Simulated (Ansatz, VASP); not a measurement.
## Two plane-wave programs on Zn2Sb

```
CELL_PARAMETERS angstrom
4.60163 0.00000 0.00000
0.00000 4.60163 0.00000
0.00000 0.00000 6.07299
ATOMIC_POSITIONS crystal
Zn 0.00000 0.00000 0.00000
Zn 0.50000 0.50000 0.00000
Zn 0.00000 0.50000 0.26999
Zn 0.50000 0.00000 0.73001
Sb 0.00000 0.50000 0.72285
Sb 0.50000 0.00000 0.27715
```

Alike in both runs: functional PBE; k mesh 4 × 4 × 4; occupations gaussian, width 0.1 eV; no spin polarisation.

Ansatz relaxed the structure, and its values are those at the end. VASP's run is a single point on that final structure, the one shown.

|  | VASP | Ansatz |
| --- | --- | --- |
| version | VASP 6.6.1 | Ansatz 0.2.0 |
| potentials or method | VASP PAW PBE potentials, release 64 (Zn, Sb) | scalar-relativistic, plane waves, PAW |
| plane-wave cutoff (eV) | 520 | 420 |
| valence electrons in the cell | 58 | 78 |

|  | VASP | Ansatz | Ansatz less VASP |
| --- | --- | --- | --- |
| gap on the k mesh at the Fermi level (eV) | none | none | - |
| pressure (GPa) | 0.2 | 0.0 | -0.13 |
| rms of the force components (eV/Å) | 0.007 | 0.003 | -0.0040 |

A gap of «none» marks a metal or a gap that the smearing closes. The two sets of potentials don't hold the same shells in valence.

The runs have no spin-orbit coupling, so splittings on Sb are missing.
